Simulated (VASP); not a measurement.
Input of a VASP 6.6.1 run:

The input INCAR:

```
PREC     = Accurate       # precision mode
ENCUT    = 450            # plane-wave cutoff, eV
EDIFF    = 1E-5           # SCF threshold, eV
ISMEAR   = 0              # smearing method
SIGMA    = 0.03           # smearing width, eV
LREAL    = Auto         
LASPH    = True           # aspherical terms in the spheres
NELM     = 120            # most SCF steps
ALGO     = Normal         # electronic algorithm
ISIF     = 2              # what is computed and relaxed
LWAVE    = False          # write WAVECAR
LCHARG   = False          # write CHGCAR
LMAXMIX  = 4              # l up to which the mixer works
LDAU     = True           # DFT+U
LDAUTYPE = 2            
LDAUL    = 2 -1 -1        # shell
LDAUU    = 3 0 0          # U, eV
LDAUJ    = 0 0 0        
LDAUPRINT= 1            
GGA      = PS             # functional
LORBIT   = 11             # projections on sites
```

The input KPOINTS:

```
regular mesh
0
Gamma
  3 3 2
```

Contents of POSCAR:

```
Al15VN16
1.0
    6.2200008610      0.0000000000      0.0000000000
   -3.1100004305      5.3866787572      0.0000000000
    0.0000000000      0.0000000000      9.9600000000
V Al N
1 15 16
Direct
    0.3333333333      0.1666666667      0.0000000000
    0.3333333333      0.1666666667      0.5000000000
    0.3333333333      0.6666666667      0.0000000000
    0.3333333333      0.6666666667      0.5000000000
    0.8333333333      0.1666666667      0.0000000000
    0.8333333333      0.1666666667      0.5000000000
    0.8333333333      0.6666666667      0.0000000000
    0.8333333333      0.6666666667      0.5000000000
    0.1666666667      0.3333333333      0.2500000000
    0.1666666667      0.3333333333      0.7500000000
    0.1666666667      0.8333333333      0.2500000000
    0.1666666667      0.8333333333      0.7500000000
    0.6666666667      0.3333333333      0.2500000000
    0.6666666667      0.3333333333      0.7500000000
    0.6666666667      0.8333333333      0.2500000000
    0.6666666667      0.8333333333      0.7500000000
    0.3333333333      0.1666666667      0.1910000000
    0.3333333333      0.1666666667      0.6910000000
    0.3333333333      0.6666666667      0.1910000000
    0.3333333333      0.6666666667      0.6910000000
    0.8333333333      0.1666666667      0.1910000000
    0.8333333333      0.1666666667      0.6910000000
    0.8333333333      0.6666666667      0.1910000000
    0.8333333333      0.6666666667      0.6910000000
    0.1666666667      0.3333333333      0.4410000000
    0.1666666667      0.3333333333      0.9410000000
    0.1666666667      0.8333333333      0.4410000000
    0.1666666667      0.8333333333      0.9410000000
    0.6666666667      0.3333333333      0.4410000000
    0.6666666667      0.3333333333      0.9410000000
    0.6666666667      0.8333333333      0.4410000000
    0.6666666667      0.8333333333      0.9410000000
```

Potentials or basis: VASP PAW PBE potentials, release 64 (V_sv, Al, N).

Command:

```console
$ cat potpaw_PBE.64/V_sv/POTCAR potpaw_PBE.64/Al/POTCAR potpaw_PBE.64/N/POTCAR > POTCAR
$ mpirun -np 1 vasp_std > vasp.out
```

Task: What does it give for the band gap on the k mesh?

Result: None (metal or under the smearing width).

Task: What does it give for the largest force?

Result: 1.569 eV/Å.

Forces in eV/Å, atoms in the order of the input:
```
V    0.000  0.000 -0.683
Al   0.000  0.000 -0.135
Al  -0.057 -0.033  0.270
Al   0.006  0.003 -0.063
Al   0.000  0.065  0.270
Al   0.000 -0.006 -0.063
Al   0.057 -0.033  0.270
Al  -0.006  0.003 -0.063
Al  -0.023  0.013 -0.004
Al  -0.040  0.023 -0.117
Al   0.000 -0.026 -0.004
Al   0.000 -0.047 -0.117
Al   0.023  0.013 -0.004
Al   0.040  0.023 -0.117
Al   0.000  0.000  0.051
Al   0.000  0.000 -0.052
N    0.000  0.000  1.569
N    0.000  0.000  0.128
N    0.009  0.005 -0.036
N    0.033  0.019  0.071
N    0.000 -0.011 -0.036
N    0.000 -0.038  0.071
N   -0.009  0.005 -0.036
N   -0.033  0.019  0.071
N   -0.021  0.012  0.073
N   -1.062  0.613 -0.483
N    0.000 -0.024  0.073
N    0.000 -1.227 -0.483
N    0.021  0.012  0.073
N    1.062  0.613 -0.483
N    0.000  0.000  0.053
N    0.000  0.000 -0.060
```

Caveat: the k mesh is coarse (spacing up to 0.39 Å⁻¹), so the values aren't converged; the PAW data sets were made with another functional, which shifts forces and pressure a little; the run has no spin polarisation, though such a crystal can be magnetic; U without spin polarisation on a metal has little footing.
